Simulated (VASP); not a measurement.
# LaZn5 (lda) (P6/mmm) in VASP: single point with LDA

Aim: the single point of LaZn5 (lda) with LDA.

Program: VASP 6.6.1. These are calculated values, not measurements. Logs are shortened: lines on timing, memory, paths and dates and some standing lists are left out, and cuts for length are marked.

## Step 1: The structure

The structure is hexagonal, space group P6/mmm (No. 191). Conventional cell: a = 5.290 Å, b = 5.290 Å, c = 4.142 Å, α = 90.00°, β = 90.00°, γ = 120.00°. La (site symmetry 6/mmm) has 18 Zn at 3.05 to 3.36 Å as nearest neighbours. Zn (site symmetry -6m2) has 6 Zn at 2.57 Å as nearest neighbours. Around Zn (site symmetry mmm) lie 8 Zn at 2.57 to 2.65 Å.

## Step 2: Single point, LDA

File INCAR:

```
  PREC = Accurate
  ENCUT = 520
  EDIFF = 1E-6
  ISMEAR = 0
  SIGMA = 0.1
  LREAL = False
  LASPH = True
  NELM = 100
  ALGO = Fast
  ISIF = 2
  LWAVE = False
  LCHARG = True
  GGA = CA
  LELF = True
  LVHAR = True
  NBANDS = 44
```

File KPOINTS:

```
Automatic mesh
0
Gamma
  9 9 8
```

File POSCAR:

```
LaZn5
1.0
    5.2902083187      0.0000000000      0.0000000000
   -2.6451041593      4.5814547953      0.0000000000
    0.0000000000      0.0000000000      4.1418523588
La Zn
1 5
Direct
    0.0000000000      0.0000000000      0.0000000000
    0.3333333333      0.6666666667      0.0000000000
    0.6666666667      0.3333333333      0.0000000000
    0.5000000000      0.0000000000      0.5000000000
    0.5000000000      0.5000000000      0.5000000000
    0.0000000000      0.5000000000      0.5000000000
```

Potentials or basis: VASP PAW LDA potentials, release 64 (La, Zn).

Started as:

```console
cat potpaw_LDA.64/La/POTCAR potpaw_LDA.64/Zn/POTCAR > POTCAR
mpirun -np 1 vasp_std > vasp.out
```

OUTCAR:

```text
PREC = Accurate
   ENCUT = 520
   EDIFF = 1E-6
   ISMEAR = 0
   LREAL = False
   LASPH = True
   NELM = 100
   ISIF = 2
   GGA = CA

 ion  position               nearest neighbor table
   1  0.000  0.000  0.000-   2 3.05   3 3.05   2 3.05   3 3.05   3 3.05   2 3.05   6 3.36   6 3.36
                             6 3.36   6 3.36   4 3.36   4 3.36   4 3.36   4 3.36   5 3.36   5 3.36
   2  0.333  0.667  0.000-   4 2.57   4 2.57   6 2.57   6 2.57   5 2.57   5 2.57   1 3.05   1 3.05
                             1 3.05
   3  0.667  0.333  0.000-   4 2.57   4 2.57   6 2.57   6 2.57   5 2.57   5 2.57   1 3.05   1 3.05
                             1 3.05
   4  0.500  0.000  0.500-   2 2.57   3 2.57   2 2.57   3 2.57   5 2.65   5 2.65   6 2.65   6 2.65
                             1 3.36   1 3.36   1 3.36   1 3.36
   5  0.500  0.500  0.500-   2 2.57   3 2.57   2 2.57   3 2.57   4 2.65   4 2.65   6 2.65   6 2.65
                             1 3.36   1 3.36   1 3.36   1 3.36
   6  0.000  0.500  0.500-   2 2.57   3 2.57   2 2.57   3 2.57   5 2.65   5 2.65   4 2.65   4 2.65
                             1 3.36   1 3.36   1 3.36   1 3.36

  LATTYP: Found a hexagonal cell.
 ALAT       =     5.2902083187
 C/A-ratio  =     0.7829280265

  Lattice vectors:

 A1 = (   5.2902083187,   0.0000000000,   0.0000000000)
 A2 = (  -2.6451041593,   4.5814547953,   0.0000000000)
 A3 = (   0.0000000000,   0.0000000000,   4.1418523588)

Analysis of symmetry for initial positions (statically):
=====================================================================
 Subroutine PRICEL returns:
 Original cell was already a primitive cell.

 Routine SETGRP: Setting up the symmetry group for a
 hexagonal supercell.

 Subroutine GETGRP returns: Found 24 space group operations
 (whereof 24 operations were pure point group operations)
 out of a pool of 24 trial point group operations.

The static configuration has the point symmetry D_6h.

Analysis of symmetry for dynamics (positions and initial velocities):
=====================================================================
 Subroutine PRICEL returns:
 Original cell was already a primitive cell.

 Routine SETGRP: Setting up the symmetry group for a
 hexagonal supercell.

 Subroutine GETGRP returns: Found 24 space group operations
 (whereof 24 operations were pure point group operations)
 out of a pool of 24 trial point group operations.

The dynamic configuration has the point symmetry D_6h.

 Subroutine INISYM returns: Found 24 space group operations
 (whereof 24 operations are pure point group operations),
 and found     1 'primitive' translations

[... 111 lines left out ...]
   TEBEG  =    0.0;   TEEND  =   0.0 temperature during run
   PSTRESS=    0.0 pullay stress
   NELECT =      71.0000    total number of electrons
   NUPDOWN=      -1.0000    fix difference up-down
   EMIN   =  10.00;   EMAX   =-10.00  energy-range for DOS
   EFERMI =   0.00;   METHOD = LEGACY
   ISMEAR =     0;   SIGMA  =   0.10  broadening in eV -4-tet -1-fermi 0-gaus
   EFERMI_NEDOS =   21; number of points for ismear=-14 and -15
   IALGO  =     68    algorithm
   IMIX   =      4    mixing-type and parameters
     AMIX     =   0.40;   BMIX     =  1.00
     AMIX_MAG =   1.60;   BMIX_MAG =  1.00
  volume/ion in A,a.u.               =      16.73       112.91
  Fermi-wavevector in a.u.,A,eV,Ry     =   1.458604  2.756362 28.946737  2.127525
  Thomas-Fermi vector in A             =   2.575269
   LORBIT       =      0    0 simple, 1 ext, 2 COOP (PROOUT), +10 PAW based schemes
   GGA     = CA    functional components
   LHFCALC =     F    Hartree Fock is set to
   AEXX    =    0.0000 exact exchange contribution
   IVDW    =     0    specifies the selected vdW correction
   LEPSILON=     F    determine dielectric tensor
   LRPA    =     F    only Hartree local field effects (RPA)
 non-spin polarized calculation
 RMM-DIIS sequential band-by-band and
 Gauss-broadening in eV      SIGMA  =   0.10
  energy-cutoff  :      520.00
  volume of cell :      100.39
 maximum number of plane-waves:      2723
 NGX is ok and might be reduce to    40
   NGX = 19   NGY = 19   NGZ = 15

 number of electron      70.9999953 magnetization

 Free energy of the ion-electron system (eV)
  ---------------------------------------------------
  ext. energy  EPLUGINS =         0.00000000
  ---------------------------------------------------
  free energy    TOTEN  =       -16.57317369 eV

  energy without entropy =      -16.56108788  energy(sigma->0) =      -16.56713078

 E-fermi :   5.1601     XC(G=0): -11.8008

 val. band max:        5.1568798806   @ k =   0.2222   0.0000   0.1250
 cond. band min:       5.1750552481   @ k =   0.1111   0.0000   0.0000
 fundamental gap:      0.0181753675
 Fermi energy:         5.1600920826

 k-point     1 :       0.0000    0.0000    0.0000
  band No.  band energies     occupation
      1     -27.1503      2.00000
      2     -11.1275      2.00000
      3     -11.1275      2.00000
      4     -10.7199      2.00000
      5      -4.7988      2.00000
      6      -3.3198      2.00000
[... 1117 lines left out ...]
     43       7.3740      0.00000
     44       7.3740      0.00000

 [... further k-points ...]

------------------------ aborting loop because EDIFF is reached ----------------------------------------

  FORCE on cell =-STRESS in cart. coord.  units (eV):
  Direction    XX          YY          ZZ          XY          YZ          ZX
  --------------------------------------------------------------------------------------
  -------------------------------------------------------------------------------------
  Total        0.3781551      0.3781551      0.4360097      0.0000000     -0.0000000      0.0000000
  in kB        6.0354519      6.0354519      6.9588247      0.0000000     -0.0000000      0.0000000
  external PRESSURE =       6.3432428 kB  Pullay stress =       0.0000000 kB

 VOLUME and BASIS-vectors are now :
 -----------------------------------------------------------------------------
  energy-cutoff  :      520.00
  volume of cell :      100.39
      direct lattice vectors                 reciprocal lattice vectors
     5.290208319  0.000000000  0.000000000     0.189028473  0.109135640  0.000000000
    -2.645104159  4.581454795  0.000000000     0.000000000  0.218271279  0.000000000
     0.000000000  0.000000000  4.141852359     0.000000000  0.000000000  0.241437867

 POSITION                                       TOTAL-FORCE (eV/Angst)
 -----------------------------------------------------------------------------------
      0.00000      0.00000      0.00000         0.000000      0.000000      0.000000
     -0.00000      3.05430      0.00000         0.000000     -0.000000      0.000000
      2.64510      1.52715      0.00000        -0.000000      0.000000     -0.000000
      2.64510      0.00000      2.07093         0.000000      0.000000      0.000000
      1.32255      2.29073      2.07093         0.000000      0.000000      0.000000
     -1.32255      2.29073      2.07093         0.000000      0.000000      0.000000
 -----------------------------------------------------------------------------------
    total drift:                               -0.000000     -0.000000     -0.000000

  FREE ENERGIE OF THE ION-ELECTRON SYSTEM (eV)
  ---------------------------------------------------
  free  energy   TOTEN  =       -16.5731736910 eV

  energy  without entropy=      -16.5610878763  energy(sigma->0) =      -16.56713078
```

OSZICAR:

```text
N       E                     dE             d eps       ncg     rms          rms(c)
DAV:   1     0.539546651761E+03    0.53955E+03   -0.30632E+04  5352   0.267E+03
DAV:   2     0.671213146979E+02   -0.47243E+03   -0.44219E+03  5660   0.447E+02
DAV:   3    -0.134424064539E+02   -0.80564E+02   -0.78252E+02  5352   0.190E+02
[... 27 lines left out ...]
RMM:  31    -0.165731692724E+02   -0.20860E-05   -0.31000E-05  6615   0.219E-02    0.479E-02
RMM:  32    -0.165731712322E+02   -0.19597E-05   -0.21368E-05  6297   0.169E-02    0.484E-02
RMM:  33    -0.165731705911E+02    0.64109E-06   -0.24034E-05  7035   0.233E-02    0.439E-02
RMM:  34    -0.165731718019E+02   -0.12108E-05   -0.18752E-05  5932   0.188E-02    0.432E-02
RMM:  35    -0.165731728142E+02   -0.10123E-05   -0.14209E-05  6154   0.182E-02    0.411E-02
RMM:  36    -0.165731736910E+02   -0.87681E-06   -0.96644E-06  5313   0.145E-02
   1 F= -.16573174E+02 E0= -.16567131E+02  d E =-.120858E-01
```

It took 11 min on 1 thread of Intel Xeon Platinum 8259CL at 2.50GHz (Skylake/Cascade Lake), shared host; peak memory 0.36 GiB.

What came out:

| Property | Result |
| --- | --- |
| Free energy | -16.5732 eV |
| Pressure | 0.6 GPa |
| Band gap on the k mesh | none (metal or under the smearing width) |

The run has no spin-orbit coupling, so splittings on La are missing.
